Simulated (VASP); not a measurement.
An input for Quantum ESPRESSO's pw.x (written as the equivalent of a VASP run, and not itself run):

```
&CONTROL
  calculation = 'scf'
  pseudo_dir = './pseudo'
  outdir = './out'
  tprnfor = .true.
  tstress = .true.
/
&SYSTEM
  ibrav = 0
  nat = 1
  ntyp = 1
  ecutwfc = 76
  occupations = 'smearing'
  smearing = 'methfessel-paxton'
  degauss = 0.00735
  input_dft = 'vdw-df-ob86'
/
&ELECTRONS
  conv_thr = 7.3e-09
  electron_maxstep = 100
/
ATOMIC_SPECIES
  Au 196.967 Au.upf
CELL_PARAMETERS angstrom
     0.0000000    2.0179189    2.0179189
     2.0179189    0.0000000    2.0179189
     2.0179189    2.0179189    0.0000000
ATOMIC_POSITIONS crystal
  Au   0.0000000  0.0000000  0.0000000
K_POINTS automatic
  15 15 15 0 0 0
```

### Question
Translate this input to VASP (INCAR, KPOINTS, POSCAR, choice of POTCAR).

### Answer
Several could match; the one computed here: 
File POSCAR:
```
Au
2.0179190
  0.0000000000   0.9999999471   0.9999999471
  0.9999999471   0.0000000000   0.9999999471
  0.9999999471   0.9999999471   0.0000000000
Au
1
Cartesian
  0.0000000000   0.0000000000   0.0000000000
```

### KPOINTS
```
Regular mesh
0
G
 15 15 15
```

### INCAR
```
# general
SYSTEM   = Au
PREC     = Accurate
ENCUT    = 520
LREAL    = .FALSE.   # projection in real space or not
LASPH    = .TRUE.   # aspherical one-centre terms

# electronic loop
EDIFF    = 1E-7   # SCF stop (eV)
NELM     = 100   # most electronic steps
ALGO     = Normal   # blocked Davidson
LMAXMIX  = 6   # l cut-off of mixed one-centre charges

# smearing
ISMEAR   = 1   # Methfessel-Paxton
SIGMA    = 0.1   # width (eV)

# functional
GGA      = MK
LUSE_VDW = .TRUE.
AGGAC    = 0.0
PARAM1   = 0.1234
PARAM2   = 1.0

# ions
ISIF     = 2   # forces and stress, cell fixed

# output
LWAVE    = .FALSE.
LCHARG   = .FALSE.
```

POTCAR, in this order: Au (PBE.64 set). Program: vasp_std.

The two are equivalent in intent, not identical: the potentials are each code's own (VASP's PAW set, PseudoDojo norm-conserving files in pw.x), so ENCUT and ecutwfc are chosen apart and not converted; conv_thr bounds pw.x's estimated SCF error, while EDIFF bounds the energy change between steps.

The compound is Au in the fcc structure. This cell is one point of a volume scan, at 0.94 of the reference volume.
